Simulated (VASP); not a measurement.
Here is the system:

```xyz
2
Lattice="2.8373 0.0000 0.0000 0.0000 2.8373 0.0000 0.0000 0.0000 2.8373" Properties=species:S:1:pos:R:3 pbc="T T T"
Ga     1.4187     1.4187     1.4187
Co     0.0000     0.0000     0.0000
```

The numbers are results of PBEsol GGA, VASP's PBE PAW potentials (set 64) (plane waves; VASP), not measurements. Run with 480 eV cut-off, 12×12×12 Γ-centred mesh, first-order Methfessel-Paxton smearing of 0.10 eV, potentials Ga_d Co.

Stress in GPa, positive for a compressed cell; the cube axes lie along x, y and z, and the ions stay on their sites.

```tsv
strain	σxx	σyy	σzz
none	0.64	0.64	0.64
εxx = -1.5 %	4.98	3.30	3.30
εyy = +2.0 %	-2.89	-3.73	-2.89
εyy = +2.0 %, εzz = +2.0 %	-5.43	-7.29	-7.29
```

Fit C11 and C12 to these rows, and predict the stress for εxx = +4.0 %, εyy = +4.0 %, εzz = +4.0 %.

Least squares on Δσ_i = −C11 ε_i − C12 (ε_j + ε_k) over all components shown gives C11 = 239 GPa and C12 = 162 GPa, and so σxx, σyy, σzz = -21.84, -21.84, -21.84 GPa. The run gave -17.53, -17.53, -17.53 GPa; the difference holds the non-linear terms and numerical noise.

Left out are shears, moved atoms, failed runs and, from the fit, strains over 2.5 %.

The compound is CoGa in the CsCl type structure. The run is not spin-polarised, so no magnetic state was tried.
